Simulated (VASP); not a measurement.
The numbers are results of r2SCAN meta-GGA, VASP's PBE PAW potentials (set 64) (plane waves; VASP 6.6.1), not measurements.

VASP ran on this input.

**POSCAR**
```
CdS
1
    0.0000000000     2.9427777000     2.9427777000
    2.9427777000     0.0000000000     2.9427777000
    2.9427777000     2.9427777000     0.0000000000
Cd S
1 1
Direct
  0.0000000000   0.0000000000   0.0000000000
  0.7500000000   0.7500000000   0.7500000000
```

**KPOINTS**
```
Automatic mesh
0
Gamma
9 9 9
0 0 0
```

INCAR:
```
SYSTEM=CdS
PREC=Normal; ENCUT=400; LREAL=.FALSE.
LASPH=.TRUE.
EDIFF=1E-5; NELM=100; NELMIN=4
ALGO=Normal; LMAXMIX=4; LMIXTAU=.TRUE.
ISMEAR=0; SIGMA=0.05
METAGGA=R2SCAN
IBRION=2; NSW=20; ISIF=2
EDIFFG=-0.03
LWAVE=.FALSE.; LCHARG=.FALSE.
```

POTCAR, in this order: Cd S (PBE.64 set). Program: vasp_std.

Q: What will the output report for the number of irreducible k-points (NKPTS), largest plane-wave count, number of space-group operations, FFT grid (NGX, NGY, NGZ)?

A: 
The number of irreducible k-points (NKPTS) is 35 and the largest plane-wave count is 944. The number of space-group operations is 24 and the FFT grid (NGX, NGY, NGZ) comes out as 20 × 20 × 20.

The compound is CdS in the zinc blende structure, a metastable form; wurtzite is the usual one. It was relaxed first.
